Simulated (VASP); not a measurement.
Energy against volume of Lu (hcp). Method: rev-vdW-DF2, VASP's PBE PAW potentials (set 64) (plane waves; VASP 6.6.1). Settings: 520 eV cut-off, 12×12×7 Γ-centred mesh, first-order Methfessel-Paxton smearing of 0.10 eV, potentials Lu_3.

Shape and ions are relaxed at each volume.

```
V (Å³/atom)  E (eV/atom)
-----------  -----------
26.523          -2.19522
27.370          -2.20986
28.216          -2.21523
29.063          -2.21243
```

**Question.** Fit these four points and predict the energy of the run at 29.909 Å³/atom.

**Answer.** A cubic in V^(−2/3), the third-order Birch-Murnaghan form, passes through the four points with V0 = 28.33 Å³/atom and B0 = 51 GPa, and gives -2.2024 eV/atom there. The run gave -2.2025 eV/atom, -0.1 meV/atom from the fit; all five points give B0 = 51 GPa.

The compound is Lu in the hcp structure. It was relaxed first.
